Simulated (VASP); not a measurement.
Energy against volume of CdS (wurtzite). Computed with PBE GGA, VASP's PBE PAW potentials (set 64) (plane waves; VASP). Numerical set-up: 520 eV cut-off, 6×6×4 Γ-centred mesh, Gaussian smearing of 0.050 eV, potentials Cd S.

Shape and ions are relaxed at each volume.

```csv
V (Å³/atom),E (eV/atom)
25.393,-3.07022
26.179,-3.07449
26.964,-3.07091
27.749,-3.06068
```

**Question.** Fit these four points and predict the energy of the run at 24.608 Å³/atom.

**Answer.** A cubic in V^(−2/3), the third-order Birch-Murnaghan form, passes through the four points with V0 = 26.19 Å³/atom and B0 = 53 GPa, and gives -3.0567 eV/atom there. The run gave -3.0567 eV/atom, +0.0 meV/atom from the fit; all five points give B0 = 53 GPa.

The compound is CdS in the wurtzite structure. It was relaxed first, which changed the volume by +5 %.
